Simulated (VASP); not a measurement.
Computed with PBE GGA, VASP's PBE PAW potentials (set 64) (plane waves; VASP).

VASP ran on this input.

### POSCAR
```
P
1.0
  1.6855411733  -4.8740219365   0.0000000000
  1.6855411733   4.8740219365   0.0000000000
  0.0000000000   0.0000000000   3.7067668462
P
4
Cartesian
  1.6855411733   3.7765012838   3.5067039572
  1.6855411733   1.0975206527   1.6533205341
  1.6855411733  -1.0975206527   2.0534463121
  1.6855411733  -3.7765012838   0.2000628890
```

File KPOINTS:
```
Automatic mesh
0
gamma
 6 6 6
```

**INCAR**
```
! general
SYSTEM  = P
PREC    = Accurate
ENCUT   = 480   ! plane-wave cut-off (eV)
LREAL   = F   ! projection in real space or not
LASPH   = T

! electronic loop
EDIFF   = 1E-7   ! SCF stop (eV)
NELM    = 100   ! most electronic steps
ALGO    = Normal   ! blocked Davidson

! smearing
ISMEAR  = 0   ! Gaussian
SIGMA   = 0.05   ! width (eV)

! functional
GGA     = PE   ! PBE

! ions
IBRION  = 2
NSW     = 40
ISIF    = 3
EDIFFG  = -0.01   ! ionic stop
PSTRESS = 100   ! kbar

! output
LWAVE   = F
LCHARG  = F
```

POTCAR, in this order: P (PBE.64 set). Program: vasp_std.

The resulting files:

**OSZICAR**
```
       N       E                     dE             d eps       ncg     rms          rms(c)
DAV:   1     0.578604823141E+02    0.57860E+02   -0.85333E+03  1456   0.118E+03
DAV:   2    -0.176450932436E+02   -0.75506E+02   -0.73149E+02  1914   0.176E+02
DAV:   3    -0.210679480453E+02   -0.34229E+01   -0.33800E+01  1938   0.387E+01
DAV:   4    -0.211054059523E+02   -0.37458E-01   -0.37403E-01  1768   0.482E+00
DAV:   5    -0.211061054025E+02   -0.69945E-03   -0.69918E-03  2004   0.555E-01    0.110E+01
DAV:   6    -0.210240230285E+02    0.82082E-01   -0.60892E-02  1780   0.164E+00    0.648E+00
DAV:   7    -0.209917350288E+02    0.32288E-01   -0.87485E-02  1908   0.201E+00    0.336E-01
DAV:   8    -0.209912057853E+02    0.52924E-03   -0.10806E-02  1696   0.754E-01    0.199E-01
DAV:   9    -0.209912007737E+02    0.50115E-05   -0.62517E-04  1996   0.171E-01    0.938E-02
DAV:  10    -0.209911958812E+02    0.48926E-05   -0.71936E-05  1832   0.554E-02    0.395E-02
DAV:  11    -0.209912019246E+02   -0.60434E-05   -0.12236E-05  1822   0.283E-02    0.823E-03
DAV:  12    -0.209912022718E+02   -0.34728E-06   -0.53588E-07  1834   0.543E-03    0.505E-03
DAV:  13    -0.209912021786E+02    0.93233E-07   -0.10845E-07  1028   0.264E-03
   1 F= -.17189820E+02 E0= -.17189179E+02  d E =-.171898E+02
```

File OUTCAR:
```
------------------------ aborting loop because EDIFF is reached ----------------------------------------
  FORCE on cell =-STRESS in cart. coord.  units (eV):
  Direction    XX          YY          ZZ          XY          YZ          ZX
  --------------------------------------------------------------------------------------
  Total        3.8131418      3.7999700      3.7890837      0.0000000      0.0000000      0.0000000
  in kB      100.3093525     99.9628524     99.6764744      0.0000000      0.0000000      0.0000000
  external PRESSURE =      -0.0171069 kB  Pullay stress =     100.0000000 kB
  volume of cell :       60.90
      direct lattice vectors                 reciprocal lattice vectors
     1.685541173 -4.874021937  0.000000000     0.296640633 -0.102584684  0.000000000
     1.685541173  4.874021937  0.000000000     0.296640633  0.102584684  0.000000000
     0.000000000  0.000000000  3.706766846     0.000000000  0.000000000  0.269776881
 POSITION                                       TOTAL-FORCE (eV/Angst)
 -----------------------------------------------------------------------------------
      1.68554      3.77650      3.50670         0.000000     -0.003322      0.003273
      1.68554      1.09752      1.65332         0.000000      0.003322      0.003273
      1.68554     -1.09752      2.05345         0.000000     -0.003322     -0.003273
      1.68554     -3.77650      0.20006         0.000000      0.003322     -0.003273
 -----------------------------------------------------------------------------------
    total drift:                                0.000000     -0.000000      0.000000
  FREE ENERGIE OF THE ION-ELECTRON SYSTEM (eV)
  ---------------------------------------------------
  free  energy   TOTEN  =       -20.9912021786 eV

  energy  without entropy=      -20.9899193459  energy(sigma->0) =      -20.99056076
  enthalpy is  TOTEN    =       -17.1898200523 eV   P V=        3.8013821263

 reached required accuracy - stopping structural energy minimisation
```
(Selected blocks of OUTCAR.)

Without a dispersion term in the relaxation, distances and binding between the weakly bound layers, chains or molecules are unreliable, and so is what depends on them.

The compound is P in the black structure. It was relaxed first under an external pressure of 10 GPa. The k-mesh is coarse (spacing up to 0.33 per Å, 2π included), so the numbers may not be converged in it.
